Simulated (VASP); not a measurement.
Consider the following.

```
CELL_PARAMETERS angstrom
      0.00000     2.98655     2.98655
      2.98655     0.00000     2.98655
      2.98655     2.98655     0.00000
ATOMIC_POSITIONS crystal
  V  0.00000 0.00000 0.00000
  Se 0.25000 0.25000 0.25000
  Se 0.75000 0.75000 0.75000
```
Starting moments (μB, in the order of the record's atoms V Se Se): 2.0 0.0 0.0.

Level of theory: PBE GGA, VASP's PBE PAW potentials (set 64) (plane waves; VASP 6.6.1). Settings: 400 eV cut-off, KSPACING 0.25 per Å, Gaussian smearing of 0.050 eV, potentials V_sv Se.

The moments were started parallel, and other spin orders were not tried in this run.

Problem. Give the stress tensor in GPa (positive for a compressed cell).

Solution. 
```
11.84   0.00   0.00
 0.00  11.84   0.00
 0.00   0.00  11.84
```
The pressure is its mean diagonal, 11.84 GPa.

The structure was generated: VSe2 was put into the fluorite type (Fm-3m), which need not be its known phase. The cell was not relaxed at this level. The run is one of a series of settings (KGAMMA = .TRUE., KSPACING = 0.25, KPOINTS file removed against the base run), some of them coarse on purpose.
